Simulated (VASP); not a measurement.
OSZICAR of a VASP run on SiO2 (rutile):

**OSZICAR**
```
       N       E                     dE             d eps       ncg     rms          rms(c)
DAV:   1     0.176629067532E+03    0.17663E+03   -0.18536E+04  1200   0.155E+03
DAV:   2    -0.363763371237E+02   -0.21301E+03   -0.20369E+03  1568   0.331E+02
DAV:   3    -0.430222303292E+02   -0.66459E+01   -0.66269E+01  1440   0.630E+01
DAV:   4    -0.430725863002E+02   -0.50356E-01   -0.50299E-01  1428   0.622E+00
DAV:   5    -0.430731431426E+02   -0.55684E-03   -0.55677E-03  1396   0.626E-01    0.182E+01
DAV:   6    -0.381958895478E+02    0.48773E+01   -0.18834E+01  1356   0.311E+01    0.843E+00
DAV:   7    -0.382082141618E+02   -0.12325E-01   -0.66201E-01  1416   0.561E+00    0.315E+00
DAV:   8    -0.382198387081E+02   -0.11625E-01   -0.23952E-02  1340   0.159E+00    0.109E+00
DAV:   9    -0.382244537832E+02   -0.46151E-02   -0.79047E-03  1392   0.934E-01    0.217E-01
DAV:  10    -0.382246089716E+02   -0.15519E-03   -0.30751E-04  1404   0.157E-01    0.392E-02
DAV:  11    -0.382246007247E+02    0.82469E-05   -0.52207E-05  1404   0.575E-02    0.141E-02
DAV:  12    -0.382246010903E+02   -0.36561E-06   -0.42573E-06  1388   0.162E-02    0.372E-03
DAV:  13    -0.382246011470E+02   -0.56699E-07   -0.35854E-07  1264   0.535E-03
   1 F= -.38224601E+02 E0= -.38224601E+02  d E =-.382246E+02
       N       E                     dE             d eps       ncg     rms          rms(c)
DAV:   1    -0.382216948204E+02    0.29063E-02   -0.11313E+01  1224   0.286E+01    0.953E-01
DAV:   2    -0.382406737506E+02   -0.18979E-01   -0.30608E-01  1428   0.441E+00    0.489E-01
DAV:   3    -0.382341178438E+02    0.65559E-02   -0.62480E-03  1400   0.861E-01    0.209E-01
DAV:   4    -0.382332856458E+02    0.83220E-03   -0.51509E-03  1404   0.633E-01    0.553E-02
DAV:   5    -0.382333058575E+02   -0.20212E-04   -0.78742E-04  1372   0.244E-01    0.296E-02
DAV:   6    -0.382333004077E+02    0.54497E-05   -0.57881E-05  1380   0.791E-02    0.156E-02
DAV:   7    -0.382332952015E+02    0.52062E-05   -0.10692E-05  1372   0.387E-02    0.334E-03
DAV:   8    -0.382332955373E+02   -0.33584E-06   -0.32642E-06  1408   0.135E-02    0.231E-03
DAV:   9    -0.382332954739E+02    0.63433E-07   -0.94626E-07  1388   0.989E-03
   2 F= -.38233295E+02 E0= -.38233295E+02  d E =-.869433E-02
       N       E                     dE             d eps       ncg     rms          rms(c)
DAV:   1    -0.382366142901E+02   -0.33188E-02   -0.16263E+00  1228   0.109E+01    0.372E-01
DAV:   2    -0.382393934295E+02   -0.27791E-02   -0.43996E-02  1424   0.167E+00    0.181E-01
DAV:   3    -0.382384661751E+02    0.92725E-03   -0.84074E-04  1400   0.319E-01    0.772E-02
DAV:   4    -0.382383434820E+02    0.12269E-03   -0.74934E-04  1404   0.242E-01    0.194E-02
DAV:   5    -0.382383525614E+02   -0.90795E-05   -0.15327E-04  1348   0.114E-01    0.141E-02
DAV:   6    -0.382383446671E+02    0.78944E-05   -0.13547E-05  1360   0.416E-02    0.430E-03
DAV:   7    -0.382383448995E+02   -0.23242E-06   -0.25777E-06  1404   0.122E-02    0.310E-03
DAV:   8    -0.382383448223E+02    0.77229E-07   -0.20443E-07   932   0.436E-03
   3 F= -.38238345E+02 E0= -.38238345E+02  d E =-.137437E-01
       N       E                     dE             d eps       ncg     rms          rms(c)
DAV:   1    -0.382402547677E+02   -0.19099E-02   -0.12609E-01  1336   0.313E+00    0.257E-01
DAV:   2    -0.382394639598E+02    0.79081E-03   -0.14052E-03  1368   0.325E-01    0.145E-01
DAV:   3    -0.382390321323E+02    0.43183E-03   -0.52339E-04  1396   0.207E-01    0.853E-03
DAV:   4    -0.382390359470E+02   -0.38148E-05   -0.37861E-05  1340   0.496E-02    0.799E-03
DAV:   5    -0.382390361491E+02   -0.20204E-06   -0.63170E-07  1396   0.766E-03    0.290E-03
DAV:   6    -0.382390362792E+02   -0.13010E-06   -0.15971E-07   768   0.371E-03    0.639E-04
DAV:   7    -0.382390363147E+02   -0.35549E-07   -0.17535E-08   696   0.121E-03
   4 F= -.38239036E+02 E0= -.38239036E+02  d E =-.691492E-03
       N       E                     dE             d eps       ncg     rms          rms(c)
DAV:   1    -0.382391127664E+02   -0.76487E-04   -0.42062E-03  1336   0.572E-01    0.469E-02
DAV:   2    -0.382390866320E+02    0.26134E-04   -0.46953E-05  1372   0.594E-02    0.264E-02
DAV:   3    -0.382390723246E+02    0.14307E-04   -0.17445E-05  1400   0.379E-02    0.155E-03
DAV:   4    -0.382390724057E+02   -0.81190E-07   -0.12611E-06  1324   0.905E-03    0.144E-03
DAV:   5    -0.382390723818E+02    0.23910E-07   -0.20469E-08   720   0.147E-03
   5 F= -.38239072E+02 E0= -.38239072E+02  d E =-.727560E-03
```

Task: Which electronic solver shows in the log?

Result: It is blocked Davidson (ALGO = Normal, or the opening steps of other solvers). The INCAR had ALGO = Normal.

Task: Can the final energy be trusted as converged?

Result: The run converged. It stopped with EDIFF = 1E-7, NELM = 100, NSW = 30 and EDIFFG = -0.01 after 5 ionic steps (optB86b-vdW, plane waves, VASP's PBE PAW potentials (set 64)).

The compound is SiO2 in the rutile structure, stishovite, a high-pressure form. This cell is one point of a volume scan, at 0.94 of the reference volume. Symmetry was kept, so distortions that lower it aren't found.
